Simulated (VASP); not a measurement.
Here is the system:

```
CELL_PARAMETERS angstrom
      3.46615     0.00000     0.00000
      0.00000     3.46615     0.00000
      0.00000     0.00000     3.46615
ATOMIC_POSITIONS crystal
  Si 0.00000 0.00000 0.00000
  Ni 0.00000 0.50000 0.50000
  Ni 0.50000 0.00000 0.50000
  Ni 0.50000 0.50000 0.00000
```

Computed with r2SCAN meta-GGA, VASP's PBE PAW potentials (set 64) (plane waves; VASP). Settings: 520 eV cut-off, 10×10×10 Γ-centred mesh, tetrahedra with Blöchl corrections, potentials Si Ni.

Problem. Tabulate the total density of states (states/eV per cell) against energy (eV; zero at the valence-band maximum or, without a gap, the Fermi level).

Solution. 
```
E (eV) | DOS (states/eV)
    -9.93 | ## 0.71
    -9.81 | ## 0.71
    -9.57 | # 0.68
    -9.46 | # 0.68
    -9.22 | ## 0.71
    -9.10 | ## 0.71
    -8.87 | # 0.49
    -8.75 | # 0.34
    -8.63 |  0.03
    -8.39 |  0.00
    -8.28 |  0.01
    -8.04 |  0.13
    -7.92 |  0.21
    -7.68 | # 0.37
    -7.57 | # 0.42
    -7.45 | # 0.47
    -7.21 | # 0.60
    -7.09 | # 0.68
    -6.86 | ## 0.92
    -6.74 | ### 1.19
    -6.50 | ### 1.32
    -6.39 | ### 1.36
    -6.27 | ### 1.55
    -6.03 | ### 1.44
    -5.91 | ### 1.19
    -5.68 | ### 1.52
    -5.56 | #### 1.98
    -5.32 | #### 1.74
    -5.21 | ### 1.41
    -5.09 | ### 1.47
    -4.85 | ### 1.29
    -4.73 | ### 1.58
    -4.50 | #### 1.96
    -4.38 | ######### 4.04
    -4.14 | ############## 6.33
    -4.03 | ########### 5.03
    -3.91 | ########## 4.64
    -3.67 | ###### 2.67
    -3.55 | ###### 2.72
    -3.32 | ############## 6.56
    -3.20 | ################ 7.49
    -2.96 | ######## 3.77
    -2.85 | ########### 5.17
    -2.61 | ############ 5.56
    -2.49 | ###################### 10.1
    -2.37 | ####################### 10.9
    -2.14 | ########## 4.45
    -2.02 | ####### 3.17
    -1.78 | ########## 4.60
    -1.67 | ################ 7.38
    -1.43 | ###################### 10.3
    -1.31 | ############################ 13.1
    -1.19 | ############################## 14.0
    -0.96 | ################## 8.33
    -0.84 | ################### 8.69
    -0.60 | ########## 4.70
    -0.48 | ####### 3.50
    -0.25 | ########### 5.02
    -0.13 | ####### 3.18
    -0.01 | ##### 2.42
     0.22 | # 0.68
     0.34 | ## 0.92
     0.58 | #### 1.67
     0.70 | ###### 2.91
     0.93 | ##### 2.33
     1.05 | #### 1.81
     1.17 | #### 1.68
     1.40 | ### 1.48
     1.52 | ### 1.34
     1.76 | ## 1.16
     1.88 | ## 1.11
     2.11 | ## 1.04
     2.23 | ## 1.05
     2.35 | ## 1.01
     2.58 | ## 0.95
     2.70 | ## 0.96
     2.94 | ## 0.93
     3.06 | ## 0.88
     3.29 | ## 0.71
     3.41 | # 0.67
```
Within 2 eV below the Fermi level the largest weight inside VASP's projection spheres is Ni d.

The compound is Ni3Si in the L1_2 structure. It was relaxed first. The run is not spin-polarised, so no magnetic state was tried.
